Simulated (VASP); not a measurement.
Computed with RPBE GGA, VASP's PBE PAW potentials (set 64) (plane waves; VASP).

Input for VASP

POSCAR:
```
Ti
1
    1.4750000000    -2.5547750000     0.0000000000
    1.4750000000     2.5547750000     0.0000000000
    0.0000000000     0.0000000000     4.6800000000
Ti
2
Direct
  0.3333330000   0.6666670000   0.2500000000
  0.6666670000   0.3333330000   0.7500000000
```

**KPOINTS**
```
Automatic mesh
0
G
13 13 7
0 0 0
```

INCAR:
```
SYSTEM = Ti
PREC = Accurate
ENCUT = 520
EDIFF = 1E-6
NELM = 100
ALGO = Normal
LREAL = .FALSE.
LASPH = .TRUE.
ISMEAR = 1
SIGMA = 0.1
GGA = RP
LMAXMIX = 4
LWAVE = .FALSE.
LCHARG = .FALSE.
IBRION = 2
ISIF = 3
NSW = 60
EDIFFG = -0.01
```

POTCAR, in this order: Ti_sv (PBE.64 set). Program: vasp_std.

The run wrote:

**OSZICAR**
```
       N       E                     dE             d eps       ncg     rms          rms(c)
DAV:   1     0.247449969630E+03    0.24745E+03   -0.13649E+04  2688   0.186E+03
DAV:   2     0.114274450130E+02   -0.23602E+03   -0.23468E+03  2800   0.492E+02
DAV:   3    -0.156916157384E+02   -0.27119E+02   -0.26910E+02  5304   0.136E+02
DAV:   4    -0.168361560590E+02   -0.11445E+01   -0.11445E+01  2752   0.293E+01
DAV:   5    -0.169032245828E+02   -0.67069E-01   -0.67066E-01  4512   0.487E+00    0.115E+01
DAV:   6    -0.148604348564E+02    0.20428E+01   -0.78544E+00  3176   0.327E+01    0.291E+00
DAV:   7    -0.148543039041E+02    0.61310E-02   -0.80265E-01  4056   0.787E+00    0.203E+00
DAV:   8    -0.148849664667E+02   -0.30663E-01   -0.22489E-01  3168   0.611E+00    0.692E-01
DAV:   9    -0.148752215228E+02    0.97449E-02   -0.57774E-02  3264   0.270E+00    0.606E-02
DAV:  10    -0.148754047504E+02   -0.18323E-03   -0.23343E-03  4224   0.400E-01    0.812E-02
DAV:  11    -0.148754730478E+02   -0.68297E-04   -0.18129E-04  3104   0.119E-01    0.248E-02
DAV:  12    -0.148754638329E+02    0.92149E-05   -0.37156E-05  3832   0.478E-02    0.935E-03
DAV:  13    -0.148754654282E+02   -0.15954E-05   -0.87588E-07  2064   0.110E-02    0.328E-03
DAV:  14    -0.148754664347E+02   -0.10065E-05   -0.36146E-07  1680   0.811E-03    0.560E-04
DAV:  15    -0.148754666009E+02   -0.16625E-06   -0.16126E-07  1664   0.438E-03
   1 F= -.14875467E+02 E0= -.14875473E+02  d E =-.148755E+02
       N       E                     dE             d eps       ncg     rms          rms(c)
DAV:   1    -0.150313277305E+02   -0.15586E+00   -0.37242E+00  3728   0.269E+01    0.331E+00
DAV:   2    -0.148742870689E+02    0.15704E+00   -0.83432E-01  3928   0.104E+01    0.901E-01
DAV:   3    -0.148694572279E+02    0.48298E-02   -0.93825E-02  3808   0.191E+00    0.269E-01
DAV:   4    -0.148728698714E+02   -0.34126E-02   -0.16646E-02  3696   0.877E-01    0.126E-01
DAV:   5    -0.148758411578E+02   -0.29713E-02   -0.70408E-03  3392   0.534E-01    0.170E-01
DAV:   6    -0.148762410844E+02   -0.39993E-03   -0.16142E-03  4016   0.349E-01    0.599E-02
DAV:   7    -0.148763525574E+02   -0.11147E-03   -0.23100E-04  3464   0.125E-01    0.789E-03
DAV:   8    -0.148763604771E+02   -0.79197E-05   -0.42474E-05  3840   0.367E-02    0.153E-03
DAV:   9    -0.148763598412E+02    0.63588E-06   -0.12258E-06  2064   0.947E-03
   2 F= -.14876360E+02 E0= -.14876413E+02  d E =-.893240E-03
       N       E                     dE             d eps       ncg     rms          rms(c)
DAV:   1    -0.149040281085E+02   -0.27668E-01   -0.64303E-01  3736   0.110E+01    0.138E+00
DAV:   2    -0.148768681824E+02    0.27160E-01   -0.13648E-01  3912   0.428E+00    0.383E-01
DAV:   3    -0.148760385933E+02    0.82959E-03   -0.17208E-02  3768   0.817E-01    0.123E-01
DAV:   4    -0.148766483546E+02   -0.60976E-03   -0.33851E-03  3616   0.410E-01    0.480E-02
DAV:   5    -0.148771031330E+02   -0.45478E-03   -0.10420E-03  3384   0.230E-01    0.728E-02
DAV:   6    -0.148772250326E+02   -0.12190E-03   -0.37887E-04  4008   0.154E-01    0.238E-02
DAV:   7    -0.148772485497E+02   -0.23517E-04   -0.39337E-05  3488   0.518E-02    0.365E-03
DAV:   8    -0.148772523557E+02   -0.38059E-05   -0.85743E-06  3512   0.162E-02    0.837E-04
DAV:   9    -0.148772527177E+02   -0.36210E-06   -0.24896E-07  1528   0.499E-03
   3 F= -.14877253E+02 E0= -.14877287E+02  d E =-.178612E-02
       N       E                     dE             d eps       ncg     rms          rms(c)
DAV:   1    -0.148772734731E+02   -0.21117E-04   -0.50405E-04  3720   0.310E-01    0.385E-02
DAV:   2    -0.148772527089E+02    0.20764E-04   -0.10992E-04  3896   0.121E-01    0.108E-02
DAV:   3    -0.148772522130E+02    0.49597E-06   -0.13407E-05  3424   0.230E-02    0.342E-03
DAV:   4    -0.148772523893E+02   -0.17633E-06   -0.25481E-06  2520   0.119E-02
   4 F= -.14877252E+02 E0= -.14877287E+02  d E =-.178579E-02
       N       E                     dE             d eps       ncg     rms          rms(c)
DAV:   1    -0.148833479611E+02   -0.60957E-02   -0.15198E-01  3752   0.538E+00    0.670E-01
DAV:   2    -0.148769139450E+02    0.64340E-02   -0.32888E-02  3912   0.209E+00    0.183E-01
DAV:   3    -0.148767386266E+02    0.17532E-03   -0.40689E-03  3744   0.392E-01    0.578E-02
DAV:   4    -0.148768813850E+02   -0.14276E-03   -0.76652E-04  3680   0.192E-01    0.251E-02
DAV:   5    -0.148769929215E+02   -0.11154E-03   -0.26072E-04  3392   0.111E-01    0.354E-02
DAV:   6    -0.148770140487E+02   -0.21127E-04   -0.85976E-05  4040   0.750E-02    0.118E-02
DAV:   7    -0.148770170070E+02   -0.29583E-05   -0.95876E-06  3440   0.256E-02    0.162E-03
DAV:   8    -0.148770167836E+02    0.22341E-06   -0.15894E-06  2048   0.751E-03
   5 F= -.14877017E+02 E0= -.14877061E+02  d E =-.155018E-02
       N       E                     dE             d eps       ncg     rms          rms(c)
DAV:   1    -0.148827088706E+02   -0.56919E-02   -0.13098E-01  3736   0.497E+00    0.621E-01
DAV:   2    -0.148771650688E+02    0.55438E-02   -0.27966E-02  3912   0.193E+00    0.173E-01
DAV:   3    -0.148769931542E+02    0.17191E-03   -0.35049E-03  3744   0.369E-01    0.549E-02
DAV:   4    -0.148771203494E+02   -0.12720E-03   -0.68532E-04  3672   0.184E-01    0.221E-02
DAV:   5    -0.148772161063E+02   -0.95757E-04   -0.21184E-04  3368   0.103E-01    0.327E-02
DAV:   6    -0.148772422250E+02   -0.26119E-04   -0.76229E-05  4032   0.692E-02    0.108E-02
DAV:   7    -0.148772480531E+02   -0.58282E-05   -0.80255E-06  3408   0.235E-02    0.159E-03
DAV:   8    -0.148772491215E+02   -0.10684E-05   -0.14008E-06  1960   0.720E-03    0.501E-04
DAV:   9    -0.148772492375E+02   -0.11597E-06   -0.26317E-07  1352   0.492E-03
   6 F= -.14877249E+02 E0= -.14877285E+02  d E =-.178264E-02
       N       E                     dE             d eps       ncg     rms          rms(c)
DAV:   1    -0.148776919977E+02   -0.44288E-03   -0.15467E-02  3248   0.190E+00    0.165E-01
DAV:   2    -0.148773119397E+02    0.38006E-03   -0.18443E-03  3048   0.572E-01    0.669E-02
DAV:   3    -0.148772593412E+02    0.52598E-04   -0.44735E-04  4216   0.179E-01    0.242E-02
DAV:   4    -0.148772671109E+02   -0.77697E-05   -0.59183E-05  3512   0.832E-02    0.909E-03
DAV:   5    -0.148772735154E+02   -0.64045E-05   -0.26206E-05  4392   0.410E-02    0.110E-02
DAV:   6    -0.148772751098E+02   -0.15944E-05   -0.35006E-06  2208   0.213E-02    0.324E-03
DAV:   7    -0.148772756217E+02   -0.51188E-06   -0.50012E-07  1472   0.878E-03
   7 F= -.14877276E+02 E0= -.14877304E+02  d E =-.263842E-04
```

OUTCAR:
```
------------------------ aborting loop because EDIFF is reached ----------------------------------------
  FORCE on cell =-STRESS in cart. coord.  units (eV):
  Direction    XX          YY          ZZ          XY          YZ          ZX
  --------------------------------------------------------------------------------------
  Total        0.0155969      0.0155969      0.0007239      0.0000000      0.0000000     -0.0000000
  in kB        0.7001736      0.7001736      0.0324965      0.0000000      0.0000000     -0.0000000
  external PRESSURE =       0.4776146 kB  Pullay stress =       0.0000000 kB
  volume of cell :       35.69
      direct lattice vectors                 reciprocal lattice vectors
     1.481750640 -2.566467452  0.000000000     0.337438694 -0.194820316 -0.000000000
     1.481750640  2.566467452  0.000000000     0.337438694  0.194820316 -0.000000000
     0.000000000  0.000000000  4.692467291    -0.000000000  0.000000000  0.213107506
 POSITION                                       TOTAL-FORCE (eV/Angst)
 -----------------------------------------------------------------------------------
      1.48175      0.85549      1.17312         0.000000     -0.000000      0.000000
      1.48175     -0.85549      3.51935        -0.000000      0.000000      0.000000
 -----------------------------------------------------------------------------------
    total drift:                                0.000189      0.001067     -0.000018
  FREE ENERGIE OF THE ION-ELECTRON SYSTEM (eV)
  ---------------------------------------------------
  free  energy   TOTEN  =       -14.8772756217 eV

  energy  without entropy=      -14.8773612484  energy(sigma->0) =      -14.87730416

 reached required accuracy - stopping structural energy minimisation
```
(Selected blocks of OUTCAR.)

File CONTCAR:
```
Ti
   1.00000000000000
     1.4817506398247537   -2.5664674519679136    0.0000000000000000
     1.4817506398247537    2.5664674519679136    0.0000000000000000
     0.0000000000000000    0.0000000000000000    4.6924672913757659
  Ti
     2
Direct
     0.3333330000000032    0.6666669999999968    0.2500000000000000
     0.6666669999999968    0.3333330000000032    0.7500000000000000
```

The compound is Ti in the hcp structure. This run relaxes it. Symmetry was kept, so distortions that lower it aren't found.
